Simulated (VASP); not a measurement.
Consider the following.

```xyz
1
Lattice="0.0000 2.7709 2.7709 2.7709 0.0000 2.7709 2.7709 2.7709 0.0000" Properties=species:S:1:pos:R:3 pbc="T T T"
Ca     0.0000     0.0000     0.0000
```

The numbers are results of MS2 meta-GGA, VASP's PBE PAW potentials (set 64) (plane waves; VASP 6.6.1), not measurements. Settings: 520 eV cut-off, 11×11×11 Γ-centred mesh, first-order Methfessel-Paxton smearing of 0.10 eV, potentials Ca_sv.

Question: What does the run give for the energy per atom (σ→0), band gap (on the k-mesh) with the smallest direct gap where there is one?

Answer: 
The band gap (on the k-mesh) is none (metal, semimetal or under 0.01 eV) and the energy per atom (σ→0) is -7.322 eV/atom.

The absolute energy has meaning only against runs of the same code, potentials and settings.

The compound is Ca in the fcc structure. It was relaxed first.
